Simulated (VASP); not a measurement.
These are PBEsol GGA, VASP's PBE PAW potentials (set 64) (plane waves; VASP) values and carry that method's errors.

VASP ran on this input.

POSCAR:
```
Bi2Te3
1
    2.1902280764     1.2645285551    10.0780316853
   -2.1902280764     1.2645285551    10.0780316853
   -0.0000000000    -2.5290571102    10.0780316853
Bi Te
2 3
Direct
  0.4000151125   0.4000151125   0.4000151125
  0.5999848875   0.5999848875   0.5999848875
  0.0000000000   0.0000000000   0.0000000000
  0.7903732554   0.7903732554   0.7903732554
  0.2096267446   0.2096267446   0.2096267446
```

**KPOINTS**
```
Automatic mesh
0
Gamma
5 5 5
0 0 0
```

INCAR:
```
SYSTEM = Bi2Te3
PREC = Accurate
ENCUT = 400
EDIFF = 1E-6
NELM = 100
ALGO = Normal
LREAL = .FALSE.
LASPH = .TRUE.
ISMEAR = 0
SIGMA = 0.05
GGA = PS
LMAXMIX = 4
LWAVE = .FALSE.
LCHARG = .FALSE.
IBRION = 2
ISIF = 3
NSW = 60
EDIFFG = -0.02
```

POTCAR, in this order: Bi_d Te (PBE.64 set). Program: vasp_std.

Output of the run:

**OSZICAR**
```
       N       E                     dE             d eps       ncg     rms          rms(c)
DAV:   1     0.397592577472E+03    0.39759E+03   -0.19110E+04  1072   0.137E+03
DAV:   2     0.217143687193E+02   -0.37588E+03   -0.36664E+03  1168   0.377E+02
DAV:   3    -0.188471045504E+02   -0.40561E+02   -0.39122E+02  1376   0.139E+02
DAV:   4    -0.204905480570E+02   -0.16434E+01   -0.16327E+01  1256   0.296E+01
DAV:   5    -0.205621142415E+02   -0.71566E-01   -0.71458E-01  1516   0.588E+00    0.813E+00
DAV:   6    -0.202982816194E+02    0.26383E+00   -0.61874E-01  1216   0.512E+00    0.609E+00
DAV:   7    -0.203000758179E+02   -0.17942E-02   -0.29967E-01  1388   0.251E+00    0.931E-01
DAV:   8    -0.202972969958E+02    0.27788E-02   -0.33234E-02  1224   0.117E+00    0.606E-01
DAV:   9    -0.202967719308E+02    0.52507E-03   -0.79122E-03  1288   0.472E-01    0.332E-01
DAV:  10    -0.202969031268E+02   -0.13120E-03   -0.92551E-04  1204   0.182E-01    0.113E-01
DAV:  11    -0.202969086290E+02   -0.55021E-05   -0.14124E-04  1324   0.843E-02    0.321E-02
DAV:  12    -0.202969137748E+02   -0.51458E-05   -0.50970E-05  1328   0.304E-02    0.307E-02
DAV:  13    -0.202969127702E+02    0.10046E-05   -0.30075E-06   992   0.109E-02    0.100E-02
DAV:  14    -0.202969118354E+02    0.93484E-06   -0.30651E-06  1000   0.890E-03
   1 F= -.20296912E+02 E0= -.20296908E+02  d E =-.202969E+02
       N       E                     dE             d eps       ncg     rms          rms(c)
DAV:   1    -0.202973583964E+02   -0.44563E-03   -0.73110E-02  1620   0.171E+00    0.107E-01
DAV:   2    -0.202971271344E+02    0.23126E-03   -0.13390E-03  1344   0.374E-01    0.485E-02
DAV:   3    -0.202970640404E+02    0.63094E-04   -0.29415E-04  1348   0.181E-01    0.144E-02
DAV:   4    -0.202970624010E+02    0.16394E-05   -0.16548E-05  1388   0.304E-02    0.978E-03
DAV:   5    -0.202970610272E+02    0.13738E-05   -0.18659E-06   724   0.127E-02    0.383E-03
DAV:   6    -0.202970606144E+02    0.41277E-06   -0.66757E-07   660   0.780E-03
   2 F= -.20297061E+02 E0= -.20297057E+02  d E =-.148779E-03
```

### OUTCAR
```
------------------------ aborting loop because EDIFF is reached ----------------------------------------
  FORCE on cell =-STRESS in cart. coord.  units (eV):
  Direction    XX          YY          ZZ          XY          YZ          ZX
  --------------------------------------------------------------------------------------
  Total       -0.0407033     -0.0407033     -0.0166437      0.0000000      0.0000000      0.0000000
  in kB       -0.3890409     -0.3890408     -0.1590803      0.0000000      0.0000000      0.0000000
  external PRESSURE =      -0.3123873 kB  Pullay stress =       0.0000000 kB
  volume of cell :      167.63
      direct lattice vectors                 reciprocal lattice vectors
     2.190566885  1.264724166 10.084190282     0.228251419  0.131781041  0.033055042
    -2.190566885  1.264724166 10.084190282    -0.228251419  0.131781041  0.033055042
     0.000000000 -2.529448333 10.084190282     0.000000000 -0.263562081  0.033055042
 POSITION                                       TOTAL-FORCE (eV/Angst)
 -----------------------------------------------------------------------------------
      0.00000      0.00000     12.09941         0.000000      0.000000     -0.017733
      0.00000      0.00000     18.15316         0.000000     -0.000000      0.017733
      0.00000      0.00000      0.00000         0.000000     -0.000000     -0.000000
      0.00000      0.00000     23.91170         0.000000     -0.000000     -0.003730
      0.00000      0.00000      6.34087         0.000000      0.000000      0.003730
 -----------------------------------------------------------------------------------
    total drift:                               -0.000000     -0.000000      0.000000
  FREE ENERGIE OF THE ION-ELECTRON SYSTEM (eV)
  ---------------------------------------------------
  free  energy   TOTEN  =       -20.2970606144 eV

  energy  without entropy=      -20.2970538187  energy(sigma->0) =      -20.29705722

 reached required accuracy - stopping structural energy minimisation
```
(Selected blocks of OUTCAR.)

### CONTCAR
```
Bi2Te3
   1.00000000000000
     2.1905668854278861    1.2647241664839586   10.0841902824562197
    -2.1905668854278861    1.2647241664839586   10.0841902824562197
     0.0000000000000000   -2.5294483329679172   10.0841902824562197
  Bi              Te
     2     3
Direct
     0.3999464468893447    0.3999464468893447    0.3999464468893447
     0.6000535531106553    0.6000535531106553    0.6000535531106553
     0.0000000000000000    0.0000000000000000    0.0000000000000000
     0.7904024089928455    0.7904024089928455    0.7904024089928455
     0.2095975910071545    0.2095975910071545    0.2095975910071545
```

Without a dispersion term in the relaxation, distances and binding between the weakly bound layers, chains or molecules are unreliable, and so is what depends on them.

The structure comes from a measured Bi2Te3 entry (R-3m) of the Crystallography Open Database, whose conditions weren't checked. This run relaxes it. Symmetry was kept, so distortions that lower it aren't found. The start is the result of an earlier pass.
